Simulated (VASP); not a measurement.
AgF, a sheet with vacuum:

```
CELL_PARAMETERS angstrom
3.12210 0.00000 0.00000
0.00000 4.14288 0.00000
0.00000 0.00000 23.80000
ATOMIC_POSITIONS crystal
Ag 0.00000 0.50000 0.29412
F 0.00000 0.00000 0.29412
```

The cell was built by a generator and needn't be a form met in nature.

Base run:

* Program: VASP 6.6.1
* Functional: PBE
* Potentials or basis: VASP PAW PBE potentials, release 64 (Ag, F)
* Cutoff: 520 eV
* k mesh: 9 × 7 × 1
* Occupations: fermi-dirac, width 0.05 eV
* Spin: no spin polarisation
* Hubbard terms: Ag d U = 8 eV

Its results: band gap on the k mesh 2.41 eV, indirect (least direct gap 3.38 eV).

Problem. The run is repeated on the same cell with these changes: hubbard terms from Ag d U = 8 eV to Ag d U = 6 eV. What comes out?

Solution. Band gap on the k mesh 2.05 eV, indirect (least direct gap 3.44 eV).

A k mesh can miss the band edges.
